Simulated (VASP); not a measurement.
Data:

```xyz
2
Lattice="0.0000 2.2895 2.2895 2.2895 0.0000 2.2895 2.2895 2.2895 0.0000" Properties=species:S:1:pos:R:3 pbc="T T T"
Na     0.0000     0.0000     0.0000
F      2.2895     2.2895     2.2895
```

Method: MS2 meta-GGA, VASP's PBE PAW potentials (set 64) (plane waves; VASP). Settings: 520 eV cut-off, 10×10×10 Γ-centred mesh, Gaussian smearing of 0.050 eV, potentials Na_pv F.

What does the run give for the energy per atom (σ→0), band gap (on the k-mesh) with the smallest direct gap where there is one?

```json
{
  "band gap (on the k-mesh)": "6.84 eV",
  "smallest direct gap (on the k-mesh)": "6.84 eV",
  "energy per atom (σ→0)": "-7.159 eV/atom"
}
```

Total energies compare only between runs with the same potentials, cut-off and functional.

The compound is NaF in the rock salt structure. It was relaxed first.
